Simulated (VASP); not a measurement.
A cell of CdSe (wurtzite) near equilibrium:

```
CELL_PARAMETERS angstrom
      2.16846    -3.75588     0.00000
      2.16846     3.75588     0.00000
      0.00000     0.00000     7.06649
ATOMIC_POSITIONS crystal
  Cd 0.66667 0.33333 0.50001
  Cd 0.33333 0.66667 0.00001
  Se 0.66667 0.33333 0.87599
  Se 0.33333 0.66667 0.37599
```

Level of theory: r2SCAN meta-GGA, VASP's PBE PAW potentials (set 64) (plane waves; VASP).

```csv
run,ΔE (meV/atom),σxx,σyy,σzz,"largest shear component, with its sign (GPa)",gap (eV)
as it is,0.0,0.37,0.37,0.42,0.00,1.10
after one change,-0.1,-0.40,-0.40,-0.35,0.00,1.07
```
Stress is in GPa, positive when the cell is compressed; gaps are those on the k-mesh, and 0.00 means metallic.

Name the change that produced these shifts.
(A) isotropic strain of +4.0 %
(B) shear strain γ_yz = +2.0 %
(C) isotropic strain of +0.5 %

C, isotropic strain of +0.5 %

The compound is CdSe in the wurtzite structure.
